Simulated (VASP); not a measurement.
# LiBiS3 (Pm-3m) in VASP: a series of runs

Aim: see how the results for LiBiS3 move with the level of theory and the settings. Levels: BLYP, BLYP+D3, BLYP+D3(BJ), BLYP+D4, LDA. Tasks: relaxation of cell and atoms.

Program: VASP 6.6.1. These are calculated values, not measurements. Logs are shortened: lines on timing, memory, paths and dates and some standing lists are left out, and cuts for length are marked.

## (1) Starting point

It takes space group Pm-3m (No. 221, cubic). Conventional cell: a = 4.561 Å, b = 4.561 Å, c = 4.561 Å, α = 90.00°, β = 90.00°, γ = 90.00°. Li (site symmetry m-3m) has 6 S at 2.28 Å as nearest neighbours. Bi (site symmetry m-3m) has 12 S at 3.23 Å as nearest neighbours. Around S (site symmetry 4/mmm) lie 2 Li at 2.28 Å.

The cell was built by a generator and needn't be a form met in nature.

## (2) Relaxation of cell and atoms, BLYP

The input, INCAR:

```
PREC = Accurate
ENCUT = 600
EDIFF = 1E-7
ISMEAR = -1
SIGMA = 0.05
LREAL = False
LASPH = True
NELM = 80
ALGO = Normal
ISIF = 3
LWAVE = False
LCHARG = False
GGA = B5
ALDAX = 1.0
AGGAX = 1.0
AGGAC = 1.0
ALDAC = 0.0
IBRION = 2
NSW = 40
EDIFFG = -0.01
```

The input, KPOINTS:

```
Automatic mesh
0
Gamma
  5 5 5
```

The input, POSCAR:

```
LiBiS3
1.0
    4.5614400000      0.0000000000      0.0000000000
    0.0000000000      4.5614400000      0.0000000000
    0.0000000000      0.0000000000      4.5614400000
Li Bi S
1 1 3
Direct
    0.5000000000      0.5000000000      0.5000000000
    0.0000000000      0.0000000000      0.0000000000
    0.5000000000      0.5000000000      0.0000000000
    0.0000000000      0.5000000000      0.5000000000
    0.5000000000      0.0000000000      0.5000000000
```

Potentials or basis: VASP PAW PBE potentials, release 64 (Li_sv, Bi_d, S).

Started as:

```bash
$ cat potpaw_PBE.64/Li_sv/POTCAR potpaw_PBE.64/Bi_d/POTCAR potpaw_PBE.64/S/POTCAR > POTCAR
$ mpirun -np 1 vasp_std > vasp.out
```

OUTCAR:

```text
PREC = Accurate
   ENCUT = 600
   EDIFF = 1E-7
   ISMEAR = -1
   LREAL = False
   LASPH = True
   NELM = 80
   ISIF = 3
   GGA = B5
   IBRION = 2
   NSW = 40
   EDIFFG = -0.01

 ion  position               nearest neighbor table
   1  0.500  0.500  0.500-   3 2.28   4 2.28   5 2.28   3 2.28   5 2.28   4 2.28
   2  0.000  0.000  0.000-   3 3.23   4 3.23   5 3.23   4 3.23   5 3.23   3 3.23   4 3.23   4 3.23
                             3 3.23   5 3.23   5 3.23   3 3.23
   3  0.500  0.500  0.000-   1 2.28   1 2.28   2 3.23   2 3.23   2 3.23   2 3.23
   4  0.000  0.500  0.500-   1 2.28   1 2.28   2 3.23   2 3.23   2 3.23   2 3.23
   5  0.500  0.000  0.500-   1 2.28   1 2.28   2 3.23   2 3.23   2 3.23   2 3.23

  LATTYP: Found a simple cubic cell.
 ALAT       =     4.5614400000

  Lattice vectors:

 A1 = (   4.5614400000,   0.0000000000,   0.0000000000)
 A2 = (   0.0000000000,   4.5614400000,   0.0000000000)
 A3 = (   0.0000000000,   0.0000000000,   4.5614400000)

Analysis of symmetry for initial positions (statically):
=====================================================================
 Subroutine PRICEL returns:
 Original cell was already a primitive cell.

 Routine SETGRP: Setting up the symmetry group for a
 simple cubic supercell.

 Subroutine GETGRP returns: Found 48 space group operations
 (whereof 48 operations were pure point group operations)
 out of a pool of 48 trial point group operations.

The static configuration has the point symmetry O_h .

Analysis of symmetry for dynamics (positions and initial velocities):
=====================================================================
 Subroutine PRICEL returns:
 Original cell was already a primitive cell.

 Routine SETGRP: Setting up the symmetry group for a
 simple cubic supercell.

 Subroutine GETGRP returns: Found 48 space group operations
 (whereof 48 operations were pure point group operations)
 out of a pool of 48 trial point group operations.

The dynamic configuration has the point symmetry O_h .

[... 146 lines left out ...]
  Total        2.9076085      2.9076085      2.9076085      0.0000000      0.0000000      0.0000000
  in kB       49.0840752     49.0840752     49.0840752      0.0000000      0.0000000      0.0000000
  external PRESSURE =      49.0840752 kB  Pullay stress =       0.0000000 kB

 VOLUME and BASIS-vectors are now :
 -----------------------------------------------------------------------------
  energy-cutoff  :      600.00
  volume of cell :       94.91
      direct lattice vectors                 reciprocal lattice vectors
     4.561440000  0.000000000  0.000000000     0.219229015  0.000000000  0.000000000
     0.000000000  4.561440000  0.000000000     0.000000000  0.219229015  0.000000000
     0.000000000  0.000000000  4.561440000     0.000000000  0.000000000  0.219229015

 POSITION                                       TOTAL-FORCE (eV/Angst)
 -----------------------------------------------------------------------------------
      2.28072      2.28072      2.28072         0.000000      0.000000      0.000000
      0.00000      0.00000      0.00000         0.000000      0.000000      0.000000
      2.28072      2.28072      0.00000         0.000000      0.000000      0.000000
      0.00000      2.28072      2.28072         0.000000      0.000000      0.000000
      2.28072      0.00000      2.28072         0.000000      0.000000      0.000000
 -----------------------------------------------------------------------------------
    total drift:                                0.000000      0.000000      0.000000

  FREE ENERGIE OF THE ION-ELECTRON SYSTEM (eV)
  ---------------------------------------------------
  free  energy   TOTEN  =       -15.0234046497 eV

  energy  without entropy=      -14.9949743145  energy(sigma->0) =      -15.00918948

--------------------------------------- Ionic step        2  -------------------------------------------

 number of electron      35.9999985 magnetization

 Free energy of the ion-electron system (eV)
  ---------------------------------------------------
  ext. energy  EPLUGINS =         0.00000000
  ---------------------------------------------------
  free energy    TOTEN  =       -15.14190600 eV

  energy without entropy =      -15.10999404  energy(sigma->0) =      -15.12595002

 E-fermi :   5.0851     XC(G=0):  -9.2305

 val. band max:        5.0592402018   @ k =   0.4000   0.4000   0.4000
 cond. band min:       5.1777417480   @ k =   0.4000   0.2000   0.2000
 fundamental gap:      0.1185015462
 Fermi energy:         5.0851142540

 k-point     1 :       0.0000    0.0000    0.0000
  band No.  band energies     occupation
      1     -39.4608      2.00000
      2     -18.3781      2.00000
      3     -18.3781      2.00000
      4     -18.3694      2.00000
      5     -18.3694      2.00000
      6     -18.3694      2.00000
[... 239 lines left out ...]
     21       8.1898      0.00000
     22       8.1898      0.00000

------------------------ aborting loop because EDIFF is reached ----------------------------------------

  FORCE on cell =-STRESS in cart. coord.  units (eV):
  Direction    XX          YY          ZZ          XY          YZ          ZX
  --------------------------------------------------------------------------------------
  -------------------------------------------------------------------------------------
  Total        0.0372800      0.0372800      0.0372800     -0.0000000     -0.0000000      0.0000000
  in kB        0.5792058      0.5792058      0.5792058     -0.0000000     -0.0000000      0.0000000
  external PRESSURE =       0.5792058 kB  Pullay stress =       0.0000000 kB

 VOLUME and BASIS-vectors are now :
 -----------------------------------------------------------------------------
  energy-cutoff  :      600.00
  volume of cell :      103.12
      direct lattice vectors                 reciprocal lattice vectors
     4.689407323  0.000000000  0.000000000     0.213246564 -0.000000000 -0.000000000
     0.000000000  4.689407323  0.000000000    -0.000000000  0.213246564 -0.000000000
     0.000000000  0.000000000  4.689407323    -0.000000000 -0.000000000  0.213246564

 POSITION                                       TOTAL-FORCE (eV/Angst)
 -----------------------------------------------------------------------------------
      2.34470      2.34470      2.34470        -0.000000      0.000000     -0.000000
      0.00000      0.00000      0.00000        -0.000000      0.000000     -0.000000
      2.34470      2.34470      0.00000         0.000000     -0.000000     -0.000000
      0.00000      2.34470      2.34470         0.000000     -0.000000      0.000000
      2.34470      0.00000      2.34470        -0.000000     -0.000000     -0.000000
 -----------------------------------------------------------------------------------
    total drift:                                0.000000      0.000000      0.000000

  FREE ENERGIE OF THE ION-ELECTRON SYSTEM (eV)
  ---------------------------------------------------
  free  energy   TOTEN  =       -15.1419059985 eV

  energy  without entropy=      -15.1099940424  energy(sigma->0) =      -15.12595002

 reached required accuracy - stopping structural energy minimisation
```

OSZICAR:

```text
N       E                     dE             d eps       ncg     rms          rms(c)
DAV:   1     0.340901444693E+03    0.34090E+03   -0.18612E+04   440   0.186E+03
DAV:   2     0.222270338116E+02   -0.31867E+03   -0.31295E+03   466   0.443E+02
DAV:   3    -0.151282199188E+02   -0.37355E+02   -0.36740E+02   704   0.140E+02
[... 21 lines left out ...]
DAV:   7    -0.151419063228E+02    0.40585E-05   -0.38383E-05   488   0.431E-02    0.242E-02
DAV:   8    -0.151419064761E+02   -0.15331E-06   -0.51558E-06   532   0.154E-02    0.825E-03
DAV:   9    -0.151419058083E+02    0.66784E-06   -0.77315E-07   476   0.474E-03    0.206E-03
DAV:  10    -0.151419060155E+02   -0.20720E-06   -0.41968E-08   220   0.166E-03    0.521E-04
DAV:  11    -0.151419059985E+02    0.16953E-07   -0.10968E-08   220   0.104E-03
   2 F= -.15141906E+02 E0= -.15125950E+02  d E =-.118501E+00
```

CONTCAR:

```text
LiBiS3
   1.00000000000000
     4.6894073231163649    0.0000000000000000    0.0000000000000000
     0.0000000000000000    4.6894073231163649    0.0000000000000000
     0.0000000000000000    0.0000000000000000    4.6894073231163649
  Li              Bi              S
     1     1     3
Direct
     0.5000000000000000    0.5000000000000000    0.5000000000000000
     0.0000000000000000    0.0000000000000000    0.0000000000000000
     0.5000000000000000    0.5000000000000000    0.0000000000000000
     0.0000000000000000    0.5000000000000000    0.5000000000000000
     0.5000000000000000    0.0000000000000000    0.5000000000000000

  0.00000000E+00  0.00000000E+00  0.00000000E+00
  0.00000000E+00  0.00000000E+00  0.00000000E+00
  0.00000000E+00  0.00000000E+00  0.00000000E+00
  0.00000000E+00  0.00000000E+00  0.00000000E+00
  0.00000000E+00  0.00000000E+00  0.00000000E+00
```

Run time: 50 s. Hardware: 1 thread of Intel Xeon 6975P-C (Granite Rapids), shared host; peak memory 0.22 GiB.

Results:

```
Free energy                            : -15.1419 eV
Relaxed volume                         : 20.62 Å³/atom
Relaxed cell                           : a = 4.689 Å, b = 4.689 Å, c = 4.689 Å, α = 90.00°, β = 90.00°, γ = 90.00°
Space group after relaxing (to 0.05 Å) : Pm-3m (No. 221)
Energy gained by relaxing              : 23.7 meV/atom
Ionic steps                            : 2
Pressure after relaxing                : 0.1 GPa
Band gap on the k mesh                 : none (metal or under the smearing width)
```

Step by step:
| step | energy change (eV) | largest force (eV/Å) | pressure (GPa) | volume (Å³) |
| --- | --- | --- | --- | --- |
| 1 | 0.0000 | 0.0000 | 4.91 | 94.91 |
| 2 | -0.1185 | 0.0000 | 0.06 | 103.12 |

Final structure:
```yaml
crystal:
  lattice:
    - [4.68941, 0.00000, 0.00000]
    - [0.00000, 4.68941, 0.00000]
    - [0.00000, 0.00000, 4.68941]
  atoms:
    - { symbol: Li, position: [0.50000, 0.50000, 0.50000] }
    - { symbol: Bi, position: [0.00000, 0.00000, 0.00000] }
    - { symbol: S, position: [0.50000, 0.50000, 0.00000] }
    - { symbol: S, position: [0.00000, 0.50000, 0.50000] }
    - { symbol: S, position: [0.50000, 0.00000, 0.50000] }
```

Caveat: the cutoff is under 1.25 times the usual one of these potentials, so pressure, stress and relaxed cells hold a basis-set (Pulay) error; the PAW data sets were made with another functional, which shifts forces and pressure a little; spin-orbit coupling is left out, which moves the levels of the heavy elements.

## (3) Relaxation of cell and atoms, BLYP+D3

Changes to INCAR since step 2:

```diff
@@ -17,2 +17,7 @@
 ALDAC = 0.0
+IVDW = 11
+VDW_S6 = 1.0
+VDW_S8 = 1.682
+VDW_SR = 1.094
+VDW_SR8 = 1.0
 IBRION = 2
```

KPOINTS is that of step 2.

POSCAR is that of step 2.

Potentials or basis: VASP PAW PBE potentials, release 64 (Li_sv, Bi_d, S).

Started as:

```bash
$ cat potpaw_PBE.64/Li_sv/POTCAR potpaw_PBE.64/Bi_d/POTCAR potpaw_PBE.64/S/POTCAR > POTCAR
$ mpirun -np 1 vasp_std > vasp.out
```

Wall time 63 s (1 thread of Intel Xeon 6975P-C (Granite Rapids), shared host); peak memory 0.23 GiB.

It converged, with:

- Free energy: -16.9750 eV
- Relaxed volume: 20.14 Å³/atom
- Relaxed cell: a = 4.653 Å, b = 4.653 Å, c = 4.653 Å, α = 90.00°, β = 90.00°, γ = 90.00°
- Space group after relaxing (to 0.05 Å): Pm-3m (No. 221)
- Energy gained by relaxing: 10.8 meV/atom
- Ionic steps: 3
- Pressure after relaxing: 0.0 GPa
- Band gap on the k mesh: none (metal or under the smearing width)
- Dispersion energy per atom: -0.369 eV

The path:
| step | energy change (eV) | largest force (eV/Å) | pressure (GPa) | volume (Å³) |
| --- | --- | --- | --- | --- |
| 1 | 0.0000 | 0.0000 | 3.12 | 94.91 |
| 2 | -0.0532 | 0.0000 | 0.29 | 100.08 |
| 3 | -0.0538 | 0.0000 | -0.01 | 100.71 |

Final structure:
```
CELL_PARAMETERS angstrom
4.65262 0.00000 0.00000
0.00000 4.65262 0.00000
0.00000 0.00000 4.65262
ATOMIC_POSITIONS crystal
Li 0.50000 0.50000 0.50000
Bi 0.00000 0.00000 0.00000
S 0.50000 0.50000 0.00000
S 0.00000 0.50000 0.50000
S 0.50000 0.00000 0.50000
```

Levels at points of the mesh, in eV from the Fermi level:
| k point | band 17 | band 18 | band 19 | band 20 | band 21 | band 22 |
| --- | --- | --- | --- | --- | --- | --- |
| (0.00, 0.00, 0.00) | -0.42 | -0.42 | -0.42 | 3.26 | 3.26 | 3.26 |

Caveat: the cutoff is under 1.25 times the usual one of these potentials, so pressure, stress and relaxed cells hold a basis-set (Pulay) error; the PAW data sets were made with another functional, which shifts forces and pressure a little; spin-orbit coupling is left out, which moves the levels of the heavy elements; pairwise dispersion overbinds metals, which lowers pressure and volume.

## (4) Relaxation of cell and atoms, BLYP+D3(BJ)

Changes to INCAR since step 3:

```diff
@@ -17,7 +17,7 @@
 ALDAC = 0.0
-IVDW = 11
+IVDW = 12
 VDW_S6 = 1.0
-VDW_S8 = 1.682
-VDW_SR = 1.094
-VDW_SR8 = 1.0
+VDW_S8 = 2.6996
+VDW_A1 = 0.4298
+VDW_A2 = 4.2359
 IBRION = 2
```

KPOINTS is that of step 3.

POSCAR is that of step 3.

Potentials or basis: VASP PAW PBE potentials, release 64 (Li_sv, Bi_d, S).

Started as:

```bash
$ cat potpaw_PBE.64/Li_sv/POTCAR potpaw_PBE.64/Bi_d/POTCAR potpaw_PBE.64/S/POTCAR > POTCAR
$ mpirun -np 1 vasp_std > vasp.out
```

OUTCAR:

```text
PREC = Accurate
   ENCUT = 600
   EDIFF = 1E-7
   ISMEAR = -1
   LREAL = False
   LASPH = True
   NELM = 80
   ISIF = 3
   GGA = B5
   IVDW = 12
   IBRION = 2
   NSW = 40
   EDIFFG = -0.01
 IVDW          = 12

 ion  position               nearest neighbor table
   1  0.500  0.500  0.500-   3 2.28   4 2.28   5 2.28   3 2.28   5 2.28   4 2.28
   2  0.000  0.000  0.000-   3 3.23   4 3.23   5 3.23   4 3.23   5 3.23   3 3.23   4 3.23   4 3.23
                             3 3.23   5 3.23   5 3.23   3 3.23
[... 499 lines left out ...]
  -------------------------------------------------------------------------------------
  Total       0.03771     0.03771     0.03771    -0.00000    -0.00000    -0.00000
  in kB       0.65536     0.65536     0.65536    -0.00000    -0.00000    -0.00000
  external pressure =        0.66 kB  Pullay stress =        0.00 kB

 VOLUME and BASIS-vectors are now :
 -----------------------------------------------------------------------------
  energy-cutoff  :      600.00
  volume of cell :       92.18
      direct lattice vectors                 reciprocal lattice vectors
     4.517364015  0.000000000  0.000000000     0.221368036 -0.000000000 -0.000000000
     0.000000000  4.517364015  0.000000000    -0.000000000  0.221368036 -0.000000000
     0.000000000  0.000000000  4.517364015    -0.000000000 -0.000000000  0.221368036

 POSITION                                       TOTAL-FORCE (eV/Angst)
 -----------------------------------------------------------------------------------
      2.25868      2.25868      2.25868        -0.000000      0.000000      0.000000
      0.00000      0.00000      0.00000        -0.000000     -0.000000      0.000000
      2.25868      2.25868      0.00000         0.000000     -0.000000      0.000000
      0.00000      2.25868      2.25868         0.000000     -0.000000      0.000000
      2.25868      0.00000      2.25868        -0.000000     -0.000000      0.000000
 -----------------------------------------------------------------------------------
    total drift:                                0.000000      0.000000      0.000000

  FREE ENERGIE OF THE ION-ELECTRON SYSTEM (eV)
  ---------------------------------------------------
  free  energy   TOTEN  =       -19.1619658163 eV

  energy  without entropy=      -19.1344792401  energy(sigma->0) =      -19.14822253

 reached required accuracy - stopping structural energy minimisation
```

CONTCAR:

```text
LiBiS3
   1.00000000000000
     4.5173640152658026    0.0000000000000000    0.0000000000000000
     0.0000000000000000    4.5173640152658026    0.0000000000000000
     0.0000000000000000    0.0000000000000000    4.5173640152658026
  Li              Bi              S
     1     1     3
Direct
     0.5000000000000000    0.5000000000000000    0.5000000000000000
     0.0000000000000000    0.0000000000000000    0.0000000000000000
     0.5000000000000000    0.5000000000000000    0.0000000000000000
     0.0000000000000000    0.5000000000000000    0.5000000000000000
     0.5000000000000000    0.0000000000000000    0.5000000000000000

  0.00000000E+00  0.00000000E+00  0.00000000E+00
  0.00000000E+00  0.00000000E+00  0.00000000E+00
  0.00000000E+00  0.00000000E+00  0.00000000E+00
  0.00000000E+00  0.00000000E+00  0.00000000E+00
  0.00000000E+00  0.00000000E+00  0.00000000E+00
```

Run time: 48 s. Hardware: 1 thread of Intel Xeon 6975P-C (Granite Rapids), shared host; peak memory 0.23 GiB.

What came out:

```
Free energy                            : -19.1620 eV
Relaxed volume                         : 18.44 Å³/atom
Relaxed cell                           : a = 4.517 Å, b = 4.517 Å, c = 4.517 Å, α = 90.00°, β = 90.00°, γ = 90.00°
Space group after relaxing (to 0.05 Å) : Pm-3m (No. 221)
Energy gained by relaxing              : 2.8 meV/atom
Ionic steps                            : 2
Pressure after relaxing                : 0.1 GPa
Band gap on the k mesh                 : none (metal or under the smearing width)
Dispersion energy per atom             : -0.848 eV
```

The path:
```tsv
step	energy change (eV)	largest force (eV/Å)	pressure (GPa)	volume (Å³)
1	0.0000	0.0000	-1.69	94.91
2	-0.0141	0.0000	0.07	92.18
```

Final structure:
```cif
data_structure
_symmetry_space_group_name_H-M 'P 1'
_symmetry_Int_Tables_number 1
_cell_length_a 4.5174
_cell_length_b 4.5174
_cell_length_c 4.5174
_cell_angle_alpha 90.000
_cell_angle_beta 90.000
_cell_angle_gamma 90.000
_cell_volume 92.18
loop_
_atom_site_label
_atom_site_type_symbol
_atom_site_fract_x
_atom_site_fract_y
_atom_site_fract_z
_atom_site_occupancy
Li1 Li 0.50000 0.50000 0.50000 1
Bi1 Bi 0.00000 0.00000 0.00000 1
S1 S 0.50000 0.50000 0.00000 1
S2 S 0.00000 0.50000 0.50000 1
S3 S 0.50000 0.00000 0.50000 1
```

Levels at points of the mesh, in eV from the Fermi level:
```
           k point  band 15  band 16  band 17  band 18  band 19  band 20  band 21  band 22
(0.00, 0.00, 0.00)    -0.94    -0.94    -0.45    -0.45    -0.45     3.73     3.73     3.73
```

Caveat: the cutoff is under 1.25 times the usual one of these potentials, so pressure, stress and relaxed cells hold a basis-set (Pulay) error; the PAW data sets were made with another functional, which shifts forces and pressure a little; spin-orbit coupling is left out, which moves the levels of the heavy elements; pairwise dispersion overbinds metals, which lowers pressure and volume.

[end of part 1 of 2]
